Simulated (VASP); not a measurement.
Here is the system:

```yaml
crystal:
  lattice:
    - [0.00000, 2.75210, 2.75210]
    - [2.75210, 0.00000, 2.75210]
    - [2.75210, 2.75210, 0.00000]
  atoms:
    - { symbol: Mg, position: [0.00000, 0.00000, 0.00000] }
    - { symbol: Se, position: [0.50000, 0.50000, 0.50000] }
```

All values below come from PBE GGA, VASP's PBE PAW potentials (set 64) (plane waves; VASP). Settings: 520 eV cut-off, Gaussian smearing of 0.050 eV, potentials Mg Se.

Task: What does the run give for the band gap (along the path) with the smallest direct gap where there is one?

Result: 
```json
{
  "band gap (along the path)": "1.75 eV",
  "smallest direct gap (along the path)": "2.40 eV"
}
```

Only differences to runs with the same potentials and settings are physical.

The compound is MgSe in the rock salt structure. It was relaxed first.
